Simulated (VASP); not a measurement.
Input for VASP

POSCAR:
```
PtAl2
1
    0.0000000000     2.9247387342     2.9247387342
    2.9247387342     0.0000000000     2.9247387342
    2.9247387342     2.9247387342     0.0000000000
Al Pt
2 1
Direct
  0.2500000000   0.2500000000   0.2500000000
  0.7500000000   0.7500000000   0.7500000000
  0.0000000000   0.0000000000   0.0000000000
```

KPOINTS:
```
Automatic mesh
0
Gamma
9 9 9
0 0 0
```

### INCAR
```
SYSTEM = PtAl2
PREC = Accurate
ENCUT = 520
EDIFF = 1E-7
NELM = 100
ALGO = Normal
LREAL = .FALSE.
LASPH = .TRUE.
ISMEAR = 1
SIGMA = 0.1
GGA = CX
LUSE_VDW = .TRUE.
AGGAC = 0.0
LMAXMIX = 6
LWAVE = .FALSE.
LCHARG = .FALSE.
ISIF = 2
```

POTCAR, in this order: Al Pt (PBE.64 set). Program: vasp_std.

Task: Write an equivalent input for Quantum ESPRESSO's pw.x.

Result: One equivalent input (not run):
```
&CONTROL
  calculation = 'scf'
  pseudo_dir = './pseudo'
  outdir = './out'
  tprnfor = .true.
  tstress = .true.
/
&SYSTEM
  ibrav = 0
  nat = 3
  ntyp = 2
  ecutwfc = 84
  occupations = 'smearing'
  smearing = 'methfessel-paxton'
  degauss = 0.00735
  input_dft = 'vdw-df-cx'
/
&ELECTRONS
  conv_thr = 7.3e-09
  electron_maxstep = 100
/
ATOMIC_SPECIES
  Al 26.982 Al.upf
  Pt 195.084 Pt.upf
CELL_PARAMETERS angstrom
     0.0000000    2.9247387    2.9247387
     2.9247387    0.0000000    2.9247387
     2.9247387    2.9247387    0.0000000
ATOMIC_POSITIONS crystal
  Al   0.2500000  0.2500000  0.2500000
  Al   0.7500000  0.7500000  0.7500000
  Pt   0.0000000  0.0000000  0.0000000
K_POINTS automatic
  9 9 9 0 0 0
```
The two are equivalent in intent, not identical: the potentials are each code's own (VASP's PAW set, PseudoDojo norm-conserving files in pw.x), so ENCUT and ecutwfc are chosen apart and not converted; conv_thr bounds pw.x's estimated SCF error, while EDIFF bounds the energy change between steps.

The compound is PtAl2 in the fluorite structure. This cell is one point of a volume scan, at 0.97 of the reference volume.
